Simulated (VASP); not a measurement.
A calculation with VASP 6.6.1 of SrMg6Sb (ASE script, structure from a POSCAR):

Contents of run.py:

```python
from ase.calculators.vasp import Vasp
from ase.dft.bandgap import bandgap
from ase.io import read

atoms = read('POSCAR')
calc = Vasp(
    directory='calc',
    xc='rpbe',
    pp='PBE',
    setups='minimal',
    prec='Accurate',
    encut=500,
    ediff=1e-06,
    ismear=0,
    sigma=0.1,
    lreal=False,
    lasph=True,
    nelm=100,
    algo='Normal',
    isif=2,
    lwave=False,
    lcharg=False,
    kpts=[5, 5, 5],
    gamma=True,
    nbands=24,
)
atoms.calc = calc

print('energy (eV):', atoms.get_potential_energy())
print('free energy (eV):', atoms.get_potential_energy(force_consistent=True))
print('forces (eV/A):')
print(atoms.get_forces())
print('stress (eV/A^3, Voigt):', atoms.get_stress())
print('Fermi level (eV):', calc.get_fermi_level())
gap, top, bottom = bandgap(calc)
print('band gap (eV):', gap, 'from (spin, k, band)', top, 'to', bottom)
```

File POSCAR:

```
SrMg6Sb
1.0
    5.4299590000      0.0000000000      0.0000000000
    0.0000000000      3.2254680000      5.9766810000
    0.0000000000     -3.2254680000      5.9766810000
Sb Sr Mg
1 1 6
Direct
    0.5000000000      0.6613210000      0.6613210000
    0.5000000000      0.1707990000      0.1707990000
    0.0000000000      0.8356540000      0.8356540000
    0.0000000000      0.3430970000      0.3430970000
    0.0000000000      0.3341530000      0.8174010000
    0.0000000000      0.8174010000      0.3341530000
    0.5000000000      0.1703750000      0.6671950000
    0.5000000000      0.6671950000      0.1703750000
```

Potentials or basis: VASP PAW PBE potentials, release 64 (Sb, Sr_sv, Mg).

Run with:

```console
$ python run.py
```

The cell comes from a database or a generator and needn't be the stable form of this composition.

Q: Write the same calculation in another form: native input, structure from a POSCAR.

A: As run:

File INCAR:

```
SYSTEM = SrMg6Sb
PREC = Accurate
ENCUT = 500
EDIFF = 1E-6
ISMEAR = 0
SIGMA = 0.1
LREAL = .False.
LASPH = .True.
NELM = 60
ALGO = Fast
ISIF = 2
LWAVE = .False.
LCHARG = .False.
GGA = RP
```

The input KPOINTS:

```
Automatic mesh
0
Gamma
  5 5 5
  0 0 0
```

POSCAR

```
SrMg6Sb
5.43
    0.999992449355      0.000000000000      0.000000000000
    0.000000000000      0.594008839779      1.100677900552
    0.000000000000     -0.594008839779      1.100677900552
Sb Sr Mg
1 1 6
Direct
    0.5000000000      0.6613210000      0.6613210000
    0.5000000000      0.1707990000      0.1707990000
    0.0000000000      0.8356540000      0.8356540000
    0.0000000000      0.3430970000      0.3430970000
    0.0000000000      0.3341530000      0.8174010000
    0.0000000000      0.8174010000      0.3341530000
    0.5000000000      0.1703750000      0.6671950000
    0.5000000000      0.6671950000      0.1703750000
```

Potentials or basis: VASP PAW PBE potentials, release 64 (Sb, Sr_sv, Mg).

Run with:

```sh
$ cat potpaw_PBE.64/Sb/POTCAR potpaw_PBE.64/Sr_sv/POTCAR potpaw_PBE.64/Mg/POTCAR > POTCAR
$ mpirun -np 1 vasp_std > vasp.out
```

Both were run:

|  | ASE script, structure from a POSCAR | native input, structure from a POSCAR |
| --- | --- | --- |
| Pressure | 1.0 GPa | 1.0 GPa |
| Largest force | 0.084 eV/Å | 0.084 eV/Å |
| Band gap on the k mesh | none (metal or under the smearing width) | none (metal or under the smearing width) |

Keys that steer only the numerical path or the files written may differ.

Caveat: the PAW data sets were made with another functional, which shifts forces and pressure a little.
